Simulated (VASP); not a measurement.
TiO2 (anatase): the lattice constant c from VASP (plane waves, PAW) at several levels of theory. Static lattice.  The measured value holds thermal and zero-point effects that the static calculation lacks.

| level | lattice constant c (Å) | error against measurement |
|---|---|---|
| RPBE | 9.832 | +3.3 % |
| AM05 | 9.602 | +0.9 % |
| PBE-D3(BJ) | 9.577 | +0.7 % |
| PBE-D4 | 9.619 | +1.1 % |

Measured: 9.514 Å (as given by Horn, Schwerdtfeger, Meagher, Refinement of the structure of anatase at several temperatures, Z. Kristallogr. 136, …).

The cell of the RPBE run:

```
CELL_PARAMETERS angstrom
     -1.91324     1.91324     4.91587
      1.91324    -1.91324     4.91587
      1.91324     1.91324    -4.91587
ATOMIC_POSITIONS crystal
  Ti 0.75000 0.25000 0.50000
  Ti 0.00000 0.00000 0.00000
  O  0.54438 0.04438 0.50000
  O  0.79438 0.79438 0.00000
  O  0.20562 0.20562 0.00000
  O  0.95562 0.45562 0.50000
```

Only levels that ran to the end are used. Left out are those held back, those with too coarse a band path, GW runs whose mesh misses a band edge, hybrids' fits of cells that aren't cubic and levels without matching references; a question may draw on a part of the rest.

The compound is TiO2 in the anatase structure, one of several forms; rutile is the usual stable one.
